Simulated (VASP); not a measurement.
Data:

```xyz
1
Lattice="-1.6184 1.6184 2.4954 1.6184 -1.6184 2.4954 1.6184 1.6184 -2.4954" Properties=species:S:1:pos:R:3 pbc="T T T"
In     0.0000     0.0000     4.9908
```

These are PBE GGA, VASP's PBE PAW potentials (set 64) (plane waves; VASP) values and carry that method's errors. Run with 480 eV cut-off, 14×14×14 Γ-centred mesh, first-order Methfessel-Paxton smearing of 0.10 eV, potentials In_d.

Q: Give the stress tensor in GPa (positive for a compressed cell).

A: 
```
1.93  0.00  0.00
0.00  1.93  0.00
0.00  0.00  1.87
```
The pressure is its mean diagonal, 1.91 GPa.

The compound is In in the bct structure. This cell was strained or had an atom moved on purpose.
